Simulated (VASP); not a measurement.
An input for Quantum ESPRESSO's pw.x (written as the equivalent of a VASP run, and not itself run):

```
&CONTROL
  calculation = 'vc-relax'
  pseudo_dir = './pseudo'
  outdir = './out'
  tprnfor = .true.
  tstress = .true.
  nstep = 60
  forc_conv_thr = 0.00039
/
&SYSTEM
  ibrav = 0
  nat = 1
  ntyp = 1
  ecutwfc = 88
  occupations = 'smearing'
  smearing = 'methfessel-paxton'
  degauss = 0.00735
  input_dft = 'vdw-df-cx'
/
&ELECTRONS
  conv_thr = 7.3e-08
  electron_maxstep = 100
/
&IONS
/
&CELL
/
ATOMIC_SPECIES
  Na 22.990 Na.upf
CELL_PARAMETERS angstrom
    -2.1300000    2.1300000    2.1300000
     2.1300000   -2.1300000    2.1300000
     2.1300000    2.1300000   -2.1300000
ATOMIC_POSITIONS crystal
  Na   0.0000000  0.0000000  0.0000000
K_POINTS automatic
  11 11 11 0 0 0
```

Q: Write the VASP files for the same calculation (vdW-DF-cx).

A: One answer among several that fit: 
POSCAR:
```
Na
1.0
 -2.1300000000   2.1300000000   2.1300000000
  2.1300000000  -2.1300000000   2.1300000000
  2.1300000000   2.1300000000  -2.1300000000
Na
1
Cartesian
  0.0000000000   0.0000000000   0.0000000000
```

INCAR:
```
! general
SYSTEM    =  Na
PREC      =  Accurate
ENCUT     =  520
LREAL     =  .False.
LASPH     =  .True.

! electronic loop
EDIFF     =  1E-6   ! SCF stop (eV)
NELM      =  100   ! most electronic steps
ALGO      =  Normal   ! blocked Davidson

! smearing
ISMEAR    =  1
SIGMA     =  0.1

! functional
GGA       =  CX
LUSE_VDW  =  .True.
AGGAC     =  0.0

! ions
IBRION    =  2   ! conjugate gradients
NSW       =  60   ! most ionic steps
ISIF      =  3   ! ions, shape and volume
EDIFFG    =  -0.01

! output
LWAVE     =  .False.
LCHARG    =  .False.
```

File KPOINTS:
```
Automatic mesh
0
Gamma
11 11 11
0 0 0
```

POTCAR, in this order: Na_pv (PBE.64 set). Program: vasp_std.

Limits of the translation: the potentials are each code's own (VASP's PAW set, PseudoDojo norm-conserving files in pw.x), so ENCUT and ecutwfc are chosen apart and not converted; conv_thr bounds pw.x's estimated SCF error, while EDIFF bounds the energy change between steps; forc_conv_thr acts on force components and is met together with etot_conv_thr.

The compound is Na in the bcc structure. The cell was not relaxed at this level.
